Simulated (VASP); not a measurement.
Wanted: the native input for a VASP 6.6.1 run.

```yaml
Task: relaxation of the atoms
Functional: RPBE
Potentials_or_basis: VASP PAW PBE potentials, release 64 (Cu, Pb_d)
Cutoff: 520 eV
k_mesh: 9 × 9 × 9
Occupations: methfessel-paxton, width 0.2 eV
Spin: no spin polarisation
Further_INCAR_settings: ALGO = Fast; EDIFF = 1e-06; IBRION = 2; EDIFFG = -0.01; NSW = 60
```

The structure of CuPb lies in POSCAR:

```
CuPb
1.0
    0.0000000000      2.6129065500      2.6129065500
    2.6129065500      0.0000000000      2.6129065500
    2.6129065500      2.6129065500      0.0000000000
Cu Pb
1 1
Direct
    0.0000000000      0.0000000000      0.0000000000
    0.5000000000      0.5000000000      0.5000000000
```

The cell was built by a generator and needn't be a form met in nature.

These files were run (other wordings do the same):

INCAR

```
SYSTEM = CuPb
  PREC = Accurate
  ENCUT = 520
  EDIFF = 1E-6
  ISMEAR = 1
  SIGMA = 0.2
  LREAL = .False.
  LASPH = .True.
  NELM = 100
  ALGO = Fast
  ISIF = 2
  LWAVE = .False.
  LCHARG = .False.
  GGA = RP
  IBRION = 2
  NSW = 60
  EDIFFG = -0.01
```

KPOINTS

```
regular mesh
0
Gamma
  9 9 9
  0 0 0
```

Potentials or basis: VASP PAW PBE potentials, release 64 (Cu, Pb_d).

Command:

```sh
$ cat potpaw_PBE.64/Cu/POTCAR potpaw_PBE.64/Pb_d/POTCAR > POTCAR
$ mpirun -np 1 vasp_std > vasp.out
```

Results of the run:

```json
{
 "Pressure after relaxing": "25.8 GPa",
 "Band gap on the k mesh": "none (metal or under the smearing width)"
}
```

Caveat: the relaxation stopped at its first step, so nothing moved; the PAW data sets were made with another functional, which shifts forces and pressure a little.

It took 19 s on 1 thread of Intel(R) Xeon(R) Platinum 8375C CPU @ 2.90GHz (Ice Lake), with other jobs on the host, peak memory 0.16 GiB.
